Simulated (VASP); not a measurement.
# Mg3Cl2O (R-3m) in VASP: notebook, part 2 of 2

VASP 6.6.1. The steps go on from the part before.

### 3 Relaxation of the atoms, LDA

Input file INCAR:

```
PREC     = Accurate       # precision mode
ENCUT    = 520            # plane-wave cutoff, eV
EDIFF    = 1E-6           # SCF threshold, eV
ISMEAR   = 0              # smearing method
SIGMA    = 0.05           # smearing width, eV
LREAL    = False          # projectors in reciprocal space
LASPH    = True           # aspherical terms in the spheres
NELM     = 60             # most SCF steps
ALGO     = Normal         # electronic algorithm
ISIF     = 2              # what is computed and relaxed
LWAVE    = False          # write WAVECAR
LCHARG   = False          # write CHGCAR
IBRION   = 2              # ionic algorithm
NSW      = 60             # ionic steps
EDIFFG   = -0.01          # ionic threshold
```

Input file KPOINTS:

```
regular mesh
0
Gamma
  6 6 6
```

Input file POSCAR:

```
Mg3Cl2O
1.0
    2.8356717700      1.6371758600      4.0981974200
   -2.8356717700      1.6371758600      4.0981974200
    0.0000000000     -3.2743517200      4.0981974200
Mg Cl O
3 2 1
Direct
    0.0000000000      0.5000000000      0.0000000000
    0.5000000000      0.0000000000      0.0000000000
    0.0000000000      0.0000000000      0.5000000000
    0.6300789700      0.6300789700      0.6300789700
    0.3699210300      0.3699210300      0.3699210300
    0.0000000000      0.0000000000      0.0000000000
```

Potentials or basis: VASP PAW LDA potentials, release 64 (Mg, Cl, O).

The run is started by

```bash
$ cat potpaw_LDA.64/Mg/POTCAR potpaw_LDA.64/Cl/POTCAR potpaw_LDA.64/O/POTCAR > POTCAR
$ mpirun -np 1 vasp_std > vasp.out
```

OUTCAR:

```text
PREC = Accurate
   ENCUT = 520
   EDIFF = 1E-6
   ISMEAR = 0
   LREAL = False
   LASPH = True
   NELM = 60
   ISIF = 2
   IBRION = 2
   NSW = 60
   EDIFFG = -0.01

 ion  position               nearest neighbor table
   1  0.000  0.500  0.000-   6 2.62   6 2.62   2 2.84   2 2.84   3 2.84   3 2.84   4 2.99   5 2.99

   2  0.500  0.000  0.000-   6 2.62   6 2.62   1 2.84   1 2.84   3 2.84   3 2.84   4 2.99   5 2.99

   3  0.000  0.000  0.500-   6 2.62   6 2.62   2 2.84   1 2.84   1 2.84   2 2.84   4 2.99   5 2.99

   4  0.630  0.630  0.630-   1 2.99   2 2.99   3 2.99
   5  0.370  0.370  0.370-   1 2.99   2 2.99   3 2.99
   6  0.000  0.000  0.000-   1 2.62   2 2.62   1 2.62   2 2.62   3 2.62   3 2.62

  LATTYP: Found a trigonal (rhomboedric) cell.
 ALAT       =     5.2456268717
 COS(alpha) =     0.4155503213

  Lattice vectors:

 A1 = (   2.8356717700,   1.6371758600,   4.0981974200)
 A2 = (  -2.8356717700,   1.6371758600,   4.0981974200)
 A3 = (   0.0000000000,  -3.2743517200,   4.0981974200)

Analysis of symmetry for initial positions (statically):
=====================================================================
 Subroutine PRICEL returns:
 Original cell was already a primitive cell.

 Routine SETGRP: Setting up the symmetry group for a
[... 186 lines left out ...]
  Total        0.6985037      0.6985037    -15.1368437     -0.0000000      0.0000000      0.0000000
  in kB        9.8035617      9.8035617   -212.4469458     -0.0000000      0.0000000      0.0000000
  external PRESSURE =     -64.2799408 kB  Pullay stress =       0.0000000 kB
[... 187 lines left out ...]
--------------------------------------- Ionic step        6  -------------------------------------------

 number of electron      25.9999998 magnetization

 Free energy of the ion-electron system (eV)
  ---------------------------------------------------
  ext. energy  EPLUGINS =         0.00000000
  ---------------------------------------------------
  free energy    TOTEN  =       -19.96846048 eV

  energy without entropy =      -19.96537874  energy(sigma->0) =      -19.96691961

 E-fermi :   3.3617     XC(G=0):  -9.4183

 val. band max:        3.3486067441   @ k =  -0.3333   0.5000   0.3333
 cond. band min:       3.3986201855   @ k =   0.5000   0.1667  -0.0000
 fundamental gap:      0.0500134414
 Fermi energy:         3.3616678325

 k-point     1 :       0.0000    0.0000    0.0000
  band No.  band energies     occupation
      1     -13.2872      2.00000
      2     -12.5713      2.00000
      3     -11.7447      2.00000
      4      -1.9212      2.00000
      5      -1.1068      2.00000
      6      -1.1068      2.00000
[... 457 lines left out ...]
      4      -2.9941      2.00000
      5      -2.2673      2.00000
      6      -1.7274      2.00000
[... 9 lines left out ...]
     16       6.3869      0.00000
     17       6.9070      0.00000

 [... further k-points ...]

------------------------ aborting loop because EDIFF is reached ----------------------------------------

  FORCE on cell =-STRESS in cart. coord.  units (eV):
  Direction    XX          YY          ZZ          XY          YZ          ZX
  --------------------------------------------------------------------------------------
  -------------------------------------------------------------------------------------
  Total       -0.1886091     -0.1886091    -13.8209965      0.0000000      0.0000000     -0.0000000
  in kB       -2.6471456     -2.6471456   -193.9789127      0.0000000      0.0000000     -0.0000000
  external PRESSURE =     -66.4244013 kB  Pullay stress =       0.0000000 kB
[... 21 lines left out ...]
  FREE ENERGIE OF THE ION-ELECTRON SYSTEM (eV)
  ---------------------------------------------------
  free  energy   TOTEN  =       -19.9684604756 eV

  energy  without entropy=      -19.9653787386  energy(sigma->0) =      -19.96691961

 reached required accuracy - stopping structural energy minimisation
```

CONTCAR:

```text
Mg3Cl2O
   1.00000000000000
     2.8356717699999998    1.6371758599999999    4.0981974200000000
    -2.8356717699999998    1.6371758599999999    4.0981974200000000
     0.0000000000000000   -3.2743517199999999    4.0981974200000000
  Mg              Cl              O
     3     2     1
Direct
     1.0000000000000000    0.5000000000000000    1.0000000000000000
     0.5000000000000000    1.0000000000000000    1.0000000000000000
     1.0000000000000000    1.0000000000000000    0.5000000000000000
     0.6196961225002416    0.6196961225002416    0.6196961225002416
     0.3803038774997582    0.3803038774997582    0.3803038774997582
     1.0000000000000000    1.0000000000000000    1.0000000000000000

  0.00000000E+00  0.00000000E+00  0.00000000E+00
  0.00000000E+00  0.00000000E+00  0.00000000E+00
  0.00000000E+00  0.00000000E+00  0.00000000E+00
  0.00000000E+00  0.00000000E+00  0.00000000E+00
  0.00000000E+00  0.00000000E+00  0.00000000E+00
  0.00000000E+00  0.00000000E+00  0.00000000E+00
```

Wall time 99 s (1 thread of Intel Xeon 6975P-C (Granite Rapids), shared host); peak memory 0.24 GiB.

What came out:

| Property | Result |
| --- | --- |
| Free energy | -19.9685 eV |
| Energy gained by relaxing | 10.4 meV/atom |
| Ionic steps | 6 |
| Pressure after relaxing | -6.6 GPa |
| Band gap on the k mesh | none (metal or under the smearing width) |

Step by step:
```
step  energy change (eV)  largest force (eV/Å)  pressure (GPa)
   1              0.0000                0.4327           -6.43
   2             -0.0172                0.3864           -6.50
   3             -0.0538                0.1836           -6.64
   4             -0.0216                0.5483           -6.45
   5             -0.0614                0.0567           -6.65
   6             -0.0622                0.0004           -6.64
```

Final structure:
```xyz
6
Lattice="2.8357 1.6372 4.0982 -2.8357 1.6372 4.0982 0.0000 -3.2744 4.0982" Properties=species:S:1:pos:R:3 pbc="T T T"
Mg    1.4178   -0.8186   10.2455
Mg   -1.4178   -0.8186   10.2455
Mg    0.0000    1.6372   10.2455
Cl    0.0000    0.0000    7.6189
Cl    0.0000    0.0000    4.6757
O     0.0000    0.0000   12.2946
```

### 4 Relaxation of the atoms, PBE

Input file INCAR:

```
SYSTEM = Mg3Cl2O
PREC = Accurate ; ENCUT = 520
EDIFF = 1E-6 ; ISMEAR = 0
SIGMA = 0.05 ; LREAL = .FALSE.
LASPH = .TRUE. ; NELM = 100
ALGO = Normal ; ISIF = 2
LWAVE = .FALSE. ; LCHARG = .FALSE.
GGA = PE ; IBRION = 2
NSW = 40 ; EDIFFG = -0.02
```

Input file KPOINTS:

```
Automatic mesh
0
G
  6 6 6
  0 0 0
```

Input file POSCAR:

```
Mg3Cl2O
1.0
    2.8356717700      1.6371758600      4.0981974200
   -2.8356717700      1.6371758600      4.0981974200
    0.0000000000     -3.2743517200      4.0981974200
Mg Cl O
3 2 1
Selective dynamics
Direct
    0.0000000000      0.5000000000      0.0000000000  F F F
    0.5000000000      0.0000000000      0.0000000000  T T T
    0.0000000000      0.0000000000      0.5000000000  T T T
    0.6300789700      0.6300789700      0.6300789700  T T T
    0.3699210300      0.3699210300      0.3699210300  T T T
    0.0000000000      0.0000000000      0.0000000000  T T T
```

Potentials or basis: VASP PAW PBE potentials, release 54 (Mg, Cl, O).

The run is started by

```bash
$ cat potpaw_PBE.54/Mg/POTCAR potpaw_PBE.54/Cl/POTCAR potpaw_PBE.54/O/POTCAR > POTCAR
$ mpirun -np 1 vasp_std > vasp.out
```

OUTCAR:

```text
SYSTEM = Mg3Cl2O
   PREC = Accurate
   ENCUT = 520
   EDIFF = 1E-6
   ISMEAR = 0
   LREAL = .FALSE.
   LASPH = .TRUE.
   NELM = 100
   ISIF = 2
   GGA = PE
   IBRION = 2
   NSW = 40
   EDIFFG = -0.02

 ion  position               nearest neighbor table
   1  0.000  0.500  0.000-   6 2.62   6 2.62   2 2.84   2 2.84   3 2.84   3 2.84   4 2.99   5 2.99

   2  0.500  0.000  0.000-   6 2.62   6 2.62   1 2.84   1 2.84   3 2.84   3 2.84   4 2.99   5 2.99

   3  0.000  0.000  0.500-   6 2.62   6 2.62   2 2.84   1 2.84   1 2.84   2 2.84   4 2.99   5 2.99

   4  0.630  0.630  0.630-   1 2.99   2 2.99   3 2.99
   5  0.370  0.370  0.370-   1 2.99   2 2.99   3 2.99
   6  0.000  0.000  0.000-   1 2.62   2 2.62   1 2.62   2 2.62   3 2.62   3 2.62

  LATTYP: Found a trigonal (rhomboedric) cell.
 ALAT       =     5.2456268717
 COS(alpha) =     0.4155503213

  Lattice vectors:

 A1 = (   2.8356717700,   1.6371758600,   4.0981974200)
 A2 = (  -2.8356717700,   1.6371758600,   4.0981974200)
 A3 = (   0.0000000000,  -3.2743517200,   4.0981974200)

Analysis of symmetry for initial positions (statically):
=====================================================================
 Subroutine PRICEL returns:
 Original cell was already a primitive cell.

 Routine SETGRP: Setting up the symmetry group for a
 trigonal (rhombohedral) supercell.

 Subroutine GETGRP returns: Found 12 space group operations
 (whereof 12 operations were pure point group operations)
 out of a pool of 12 trial point group operations.

The static configuration has the point symmetry D_3d.

Analysis of symmetry for dynamics (positions and initial velocities):
=====================================================================
 Subroutine PRICEL returns:
 Original cell was already a primitive cell.

 Routine SETGRP: Setting up the symmetry group for a
 trigonal (rhombohedral) supercell.

 Subroutine GETGRP returns: Found 12 space group operations
 (whereof 12 operations were pure point group operations)
 out of a pool of 12 trial point group operations.

The dynamic configuration has the point symmetry D_3d.

Analysis of constrained symmetry for selective dynamics:
=====================================================================
 Subroutine PRICEL returns:
 Original cell was already a primitive cell.

 Routine SETGRP: Setting up the symmetry group for a
 trigonal (rhombohedral) supercell.

 Subroutine GETGRP returns: Found 12 space group operations
 (whereof 12 operations were pure point group operations)
 out of a pool of 12 trial point group operations.

The constrained configuration has the point symmetry D_3d.

 Subroutine INISYM returns: Found 12 space group operations
 (whereof 12 operations are pure point group operations),
 and found     1 'primitive' translations

----------------------------------------------------------------------------------------

                                     Primitive cell

  volume of cell :     114.1551

  direct lattice vectors                    reciprocal lattice vectors
     2.835671770  1.637175860  4.098197420     0.176325062  0.101801322  0.081336573
[... 77 lines left out ...]
   number of dos      NEDOS =    301   number of ions     NIONS =      6
   total plane-waves  NPLWV =  64000
   dimension x,y,z NGX =    40 NGY =   40 NGZ =   40
   dimension x,y,z NGXF=    80 NGYF=   80 NGZF=   80
   ions per type =               3   2   1
   NGX,Y,Z   is equivalent  to a cutoff of  12.68, 12.68, 12.68 a.u.
   NGXF,Y,Z  is equivalent  to a cutoff of  25.35, 25.35, 25.35 a.u.
 SYSTEM =  Mg3Cl2O
   PREC   = accura    normal or accurate (medium, high low for compatibility)
   ISTART =      0    job   : 0-new  1-cont  2-samecut
   ICHARG =      2    charge: 1-file 2-atom 10-const
   ISPIN  =      1    spin polarized calculation?
   LNONCOLLINEAR =      F non collinear calculations
   LSORBIT =      F    spin-orbit coupling
   LASPH  =      T    aspherical Exc in radial PAW
   ENCUT  =  520.0 eV  38.22 Ry    6.18 a.u.   9.75  9.75  9.75*2*pi/ulx,y,z
   NELM   =    100;   NELMIN=  2; NELMDL= -5     # of ELM steps
   EDIFF  = 0.1E-05   stopping-criterion for ELM
   LREAL  =      F    real-space projection
   EDIFFG = -.2E-01   stopping-criterion for IOM
   NSW    =     40    number of steps for IOM
   IBRION =      2    ionic relax: 0-MD 1-quasi-New 2-CG
   NFREE  =      1    steps in history (QN), initial steepest desc. (CG)
   ISIF   =      2    stress and relaxation
   ISYM   =      2    0-nonsym 1-usesym 2-fastsym
   POTIM  = 0.5000    time-step for ionic-motion
   TEBEG  =    0.0;   TEEND  =   0.0 temperature during run
   PSTRESS=    0.0 pullay stress
   NELECT =      26.0000    total number of electrons
   NUPDOWN=      -1.0000    fix difference up-down
   EMIN   =  10.00;   EMAX   =-10.00  energy-range for DOS
   EFERMI =   0.00;   METHOD = LEGACY
   ISMEAR =     0;   SIGMA  =   0.05  broadening in eV -4-tet -1-fermi 0-gaus
   EFERMI_NEDOS =   21; number of points for ismear=-14 and -15
   IALGO  =     38    algorithm
   IMIX   =      4    mixing-type and parameters
     AMIX     =   0.40;   BMIX     =  1.00
     AMIX_MAG =   1.60;   BMIX_MAG =  1.00
  volume/ion in A,a.u.               =      19.03       128.39
  Fermi-wavevector in a.u.,A,eV,Ry     =   0.999772  1.889294 13.599612  0.999543
  Thomas-Fermi vector in A             =   2.132084
   LORBIT       =      0    0 simple, 1 ext, 2 COOP (PROOUT), +10 PAW based schemes
   GGA     = PE    functional components
   LHFCALC =     F    Hartree Fock is set to
   AEXX    =    0.0000 exact exchange contribution
   IVDW    =     0    specifies the selected vdW correction
   LEPSILON=     F    determine dielectric tensor
   LRPA    =     F    only Hartree local field effects (RPA)
 conjugate gradient relaxation of ions
 non-spin polarized calculation
 Gauss-broadening in eV      SIGMA  =   0.05
  energy-cutoff  :      520.00
  volume of cell :      114.16
 maximum number of plane-waves:      3105
   NGX = 19   NGY = 19   NGZ = 19

--------------------------------------- Ionic step        1  -------------------------------------------

 number of electron      25.9999998 magnetization

 Free energy of the ion-electron system (eV)
  ---------------------------------------------------
  ext. energy  EPLUGINS =         0.00000000
  ---------------------------------------------------
  free energy    TOTEN  =       -17.07280537 eV

  energy without entropy =      -17.06970634  energy(sigma->0) =      -17.07125585

------------------------ aborting loop because EDIFF is reached ----------------------------------------

  FORCE on cell =-STRESS in cart. coord.  units (eV):
  Direction    XX          YY          ZZ          XY          YZ          ZX
  --------------------------------------------------------------------------------------
  -------------------------------------------------------------------------------------
  Total        3.5236209      3.5236209    -12.0327207     -0.0000000      0.0000000      0.0000000
  in kB       49.4543319     49.4543319   -168.8803030     -0.0000000      0.0000000      0.0000000
  external PRESSURE =     -23.3238797 kB  Pullay stress =       0.0000000 kB
[... 187 lines left out ...]
--------------------------------------- Ionic step        6  -------------------------------------------

 number of electron      25.9999996 magnetization

 Free energy of the ion-electron system (eV)
  ---------------------------------------------------
  ext. energy  EPLUGINS =         0.00000000
  ---------------------------------------------------
  free energy    TOTEN  =       -17.13269703 eV

  energy without entropy =      -17.13001986  energy(sigma->0) =      -17.13135844

 E-fermi :   3.6366     XC(G=0):  -9.0560

 val. band max:        3.6339408046   @ k =   0.5000   0.5000   0.3333
 cond. band min:       3.6766472943   @ k =   0.5000   0.1667  -0.0000
 fundamental gap:      0.0427064898
 Fermi energy:         3.6366135594

 k-point     1 :       0.0000    0.0000    0.0000
  band No.  band energies     occupation
      1     -13.3093      2.00000
      2     -12.5236      2.00000
      3     -11.6856      2.00000
      4      -1.6655      2.00000
      5      -0.8910      2.00000
      6      -0.8910      2.00000
[... 457 lines left out ...]
      4      -2.7327      2.00000
      5      -2.0065      2.00000
      6      -1.4752      2.00000
[... 9 lines left out ...]
     16       6.6997      0.00000
     17       7.2179      0.00000

 [... further k-points ...]

------------------------ aborting loop because EDIFF is reached ----------------------------------------

  FORCE on cell =-STRESS in cart. coord.  units (eV):
  Direction    XX          YY          ZZ          XY          YZ          ZX
  --------------------------------------------------------------------------------------
  -------------------------------------------------------------------------------------
  Total        2.6449676      2.6449676    -10.7844610      0.0000000      0.0000000      0.0000000
  in kB       37.1223551     37.1223552   -151.3608683      0.0000000      0.0000000      0.0000000
  external PRESSURE =     -25.7053860 kB  Pullay stress =       0.0000000 kB
[... 21 lines left out ...]
  FREE ENERGIE OF THE ION-ELECTRON SYSTEM (eV)
  ---------------------------------------------------
  free  energy   TOTEN  =       -17.1326970268 eV

  energy  without entropy=      -17.1300198583  energy(sigma->0) =      -17.13135844

 reached required accuracy - stopping structural energy minimisation
```

Wall time 1.9 min (1 thread of Intel Xeon 6975P-C (Granite Rapids), shared host); peak memory 0.28 GiB.

What came out:

```
Free energy               : -17.1327 eV
Energy gained by relaxing : 10.0 meV/atom
Ionic steps               : 6
Pressure after relaxing   : -2.6 GPa
Band gap on the k mesh    : none (metal or under the smearing width)
```

Step by step:
```csv
step,energy change (eV),largest force (eV/Å),pressure (GPa)
1,0.0000,0.4599,-2.33
2,-0.0191,0.3992,-2.41
3,-0.0559,0.1360,-2.56
4,0.0152,0.8002,-2.31
5,-0.0595,0.0464,-2.57
6,-0.0599,0.0009,-2.57
```

Final structure:
```xyz
6
Lattice="2.8357 1.6372 4.0982 -2.8357 1.6372 4.0982 0.0000 -3.2744 4.0982" Properties=species:S:1:pos:R:3 pbc="T T T"
Mg   -1.4178    0.8186    2.0491
Mg   -1.4178   -0.8186   10.2455
Mg    0.0000    1.6372   10.2455
Cl    0.0000    0.0000    7.6290
Cl    0.0000    0.0000    4.6656
O     0.0000    0.0000   12.2946
```

### 5 The reference run

An earlier run on the cell as given: functional PBE; potentials or basis VASP PAW PBE potentials, release 64 (Mg, Cl, O); cutoff 520 eV; k mesh 6 × 6 × 6; occupations fermi-dirac, width 0.05 eV; no spin polarisation.

- Pressure: -2.3 GPa
- Largest force: 0.457 eV/Å
- Band gap on the k mesh: none (metal or under the smearing width)

### 6 Summary

```tsv
task	level	potentials or basis	cell	cutoff (eV)	smearing	atoms held fixed (from 0)	gap on the mesh (eV)	pressure (GPa)
relaxation of cell and atoms	PBE	VASP PAW PBE potentials, release 64 (Mg, Cl, O)	relaxed	600	gaussian 0.05 eV	-	none	0.0
relaxation of the atoms	LDA	VASP PAW LDA potentials, release 64 (Mg, Cl, O)	atoms relaxed	520	gaussian 0.05 eV	-	none	-6.6
relaxation of the atoms	PBE	VASP PAW PBE potentials, release 54 (Mg, Cl, O)	atoms relaxed	520	gaussian 0.05 eV	[0]	none	-2.6
single point	PBE	VASP PAW PBE potentials, release 64 (Mg, Cl, O)	as given	520	fermi-dirac 0.05 eV	-	none	-2.3
```

Alike in all rows: no spin polarisation; k mesh 6 × 6 × 6.

Total energies depend on the potentials used, so only differences within one code and one set of settings carry meaning.
